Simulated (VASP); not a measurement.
Consider the following.

```xyz
10
Lattice="2.5024 1.4448 4.4888 -2.5024 1.4448 4.4888 0.0000 -2.8895 4.4888" Properties=species:S:1:pos:R:3 pbc="T T T"
Ga     0.0000     0.0000    11.5237
Ga     0.0000     0.0000     1.9426
Ga     0.0000     0.0000     8.6757
Ga     0.0000     0.0000     4.7906
O      0.7581     1.5764     5.6110
O     -0.7581    -1.5764     7.8553
O     -1.7443    -0.1317     5.6110
O      1.7443     0.1317     7.8553
O      0.9862    -1.4448     5.6110
O     -0.9862     1.4448     7.8553
```

Calculation: PBEsol GGA, VASP's PBE PAW potentials (set 64) (plane waves; VASP). Run with 520 eV cut-off, Gaussian smearing of 0.050 eV, potentials Ga_d O.

Predict the band gap (along the path) with the smallest direct gap where there is one.

```
Item                                   Result
------------------------------------  -------
band gap (along the path)             2.67 eV
smallest direct gap (along the path)  2.93 eV
```

The structure comes from a computed database's Ga2O3 entry (R-3c); how it stands against other phases isn't given here. It was relaxed first.
